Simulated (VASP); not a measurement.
Output of a VASP run:

OSZICAR:
```
       N       E                     dE             d eps       ncg     rms          rms(c)
DAV:   1     0.212322286991E+03    0.21232E+03   -0.15746E+04  1470   0.213E+03
DAV:   2    -0.255139168022E+01   -0.21487E+03   -0.20789E+03  1470   0.372E+02
DAV:   3    -0.135122656813E+02   -0.10961E+02   -0.10521E+02  1610   0.111E+02
DAV:   4    -0.137785389110E+02   -0.26627E+00   -0.26510E+00  1666   0.153E+01
DAV:   5    -0.137886254489E+02   -0.10087E-01   -0.10083E-01  1775   0.281E+00    0.160E+01
DAV:   6    -0.142540741403E+02   -0.46545E+00   -0.44382E+01  1691   0.108E+02    0.159E+01
DAV:   7    -0.110797422319E+02    0.31743E+01   -0.13665E+01  1618   0.617E+01    0.298E+00
DAV:   8    -0.110632293083E+02    0.16513E-01   -0.58307E-01  1508   0.557E+00    0.126E+00
DAV:   9    -0.110509176947E+02    0.12312E-01   -0.30196E-02  2018   0.246E+00    0.451E-01
DAV:  10    -0.110493388260E+02    0.15789E-02   -0.37946E-03  1841   0.469E-01    0.155E-01
DAV:  11    -0.110493796202E+02   -0.40794E-04   -0.11509E-03  2143   0.421E-01    0.705E-02
DAV:  12    -0.110493422762E+02    0.37344E-04   -0.17649E-04  1820   0.180E-01    0.140E-02
DAV:  13    -0.110493445315E+02   -0.22553E-05   -0.17925E-05  1651   0.431E-02    0.814E-03
DAV:  14    -0.110493411897E+02    0.33418E-05   -0.20060E-06  1038   0.226E-02    0.227E-03
DAV:  15    -0.110493411832E+02    0.64620E-08   -0.46186E-07   785   0.109E-02
   1 F= -.11049341E+02 E0= -.11049871E+02  d E =-.110493E+02
```

**OUTCAR**
```
------------------------ aborting loop because EDIFF is reached ----------------------------------------
  FORCE on cell =-STRESS in cart. coord.  units (eV):
  Direction    XX          YY          ZZ          XY          YZ          ZX
  --------------------------------------------------------------------------------------
  Total       -0.0775686     -0.0775686     -0.0775686      0.0000000     -0.0000000     -0.0000000
  in kB       -2.6867254     -2.6867254     -2.6867254      0.0000000     -0.0000000     -0.0000000
  external PRESSURE =      -2.6867254 kB  Pullay stress =       0.0000000 kB
  volume of cell :       46.26
      direct lattice vectors                 reciprocal lattice vectors
     3.589696904  0.000000000  0.000000000     0.278575052  0.000000000  0.000000000
     0.000000000  3.589696904  0.000000000     0.000000000  0.278575052  0.000000000
     0.000000000  0.000000000  3.589696904     0.000000000  0.000000000  0.278575052
 POSITION                                       TOTAL-FORCE (eV/Angst)
 -----------------------------------------------------------------------------------
      0.00000      0.00000      0.00000         0.000000      0.000000      0.000000
      0.00000      1.79485      1.79485         0.000000      0.000000      0.000000
      1.79485      0.00000      1.79485         0.000000      0.000000      0.000000
      1.79485      1.79485      0.00000         0.000000      0.000000      0.000000
 -----------------------------------------------------------------------------------
    total drift:                                0.000000      0.000000      0.000000
  FREE ENERGIE OF THE ION-ELECTRON SYSTEM (eV)
  ---------------------------------------------------
  free  energy   TOTEN  =       -11.0493411832 eV

  energy  without entropy=      -11.0509320498  energy(sigma->0) =      -11.04987147

 reached required accuracy - stopping structural energy minimisation
```
(Selected blocks of OUTCAR.)

### POSCAR
```
Ni3Si
1
    3.5896969040    -0.0000000000     0.0000000000
    0.0000000000     3.5896969040    -0.0000000000
   -0.0000000000    -0.0000000000     3.5896969040
Si Ni
1 3
Direct
  0.0000000000   0.0000000000   0.0000000000
  0.0000000000   0.5000000000   0.5000000000
  0.5000000000   0.0000000000   0.5000000000
  0.5000000000   0.5000000000   0.0000000000
```

Problem. Reconstruct the remaining input files.

Solution. Several could match; the one computed here: the input of the run itself, vdW-DF2, plane waves, VASP's PBE PAW potentials (set 64).

### INCAR
```
# general
SYSTEM  =Ni3Si
PREC    =Accurate
ENCUT   =520
LREAL   =.FALSE.
LASPH   =.TRUE.   # aspherical one-centre terms

# electronic loop
EDIFF   =1E-6
NELM    =100   # most electronic steps
ALGO    =Normal   # blocked Davidson
LMAXMIX =4   # l cut-off of mixed one-centre charges

# smearing
ISMEAR  =1
SIGMA   =0.1

# functional
GGA     =ML
LUSE_VDW=.TRUE.
AGGAC   =0.0
ZAB_VDW =-1.8867

# ions
IBRION  =2
NSW     =60
ISIF    =3   # ions, shape and volume
EDIFFG  =-0.02   # ionic stop

# output
LWAVE   =.FALSE.
LCHARG  =.FALSE.
```

**KPOINTS**
```
Regular mesh
0
G
 8 8 8
```

POTCAR, in this order: Si Ni (PBE.64 set). Program: vasp_std.

The compound is Ni3Si in the L1_2 structure. It was relaxed first, which changed the volume by +7 %. The start is the result of an earlier pass. The run is not spin-polarised, so no magnetic state was tried.
